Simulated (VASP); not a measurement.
Input:

```
NiSi
1.0
    5.05671     0.00000     0.00000
    0.00000     3.26650     0.00000
    0.00000     0.00000     5.47788
Si Ni
4 4
Direct
  0.82109   0.75000   0.58232
  0.17891   0.25000   0.41768
  0.67891   0.25000   0.08232
  0.32109   0.75000   0.91768
  0.50795   0.25000   0.68852
  0.49205   0.75000   0.31148
  0.99205   0.75000   0.18852
  0.00795   0.25000   0.81148
```

Method: PBE GGA, VASP's PBE PAW potentials (set 64) (plane waves; VASP). Settings: 300 eV cut-off, 5×8×5 Γ-centred mesh, Fermi-Dirac smearing of 0.10 eV, potentials Si Ni.

Question: Give the energies of bands 19 to 32 at the high-symmetry points, in eV from the Fermi level.

Answer: 
```
band      Γ      X      S      Y      Z      U      R      T
----  -----  -----  -----  -----  -----  -----  -----  -----
19    -2.69  -2.94  -3.17  -2.73  -3.02  -2.94  -2.89  -3.01
20    -2.62  -2.94  -3.17  -2.73  -3.02  -2.94  -2.89  -3.01
21    -2.50  -2.66  -2.27  -2.42  -2.35  -2.54  -2.42  -2.53
22    -2.38  -2.66  -2.27  -2.42  -2.35  -2.54  -2.42  -2.53
23    -2.33  -2.23  -2.27  -2.33  -2.33  -2.37  -2.42  -2.21
24    -2.19  -2.23  -2.27  -2.33  -2.33  -2.37  -2.42  -2.21
25    -2.08  -2.10  -1.91  -2.08  -1.65  -1.19  -2.09  -2.18
26    -1.32  -2.10  -1.91  -2.08  -1.65  -1.19  -2.09  -2.18
27    -1.13   0.98  -1.91  -1.62  -0.33   0.70  -2.09  -1.92
28    -1.12   0.98  -1.91  -1.62  -0.33   0.70  -2.09  -1.92
29     0.57   1.16   0.52  -0.69   1.04   2.48   2.65   0.08
30     1.40   1.16   0.52  -0.69   1.04   2.48   2.65   0.08
31     3.49   4.11   0.52   2.07   3.56   2.95   2.65   1.50
32     4.20   4.11   0.52   2.07   3.56   3.00   2.65   1.50
```

It has no gap at this level: it comes out as a metal or semimetal.

The structure comes from a computed database's SiNi entry, a phase known from measurement. The cell was not relaxed at this level. The run is not spin-polarised, so no magnetic state was tried.
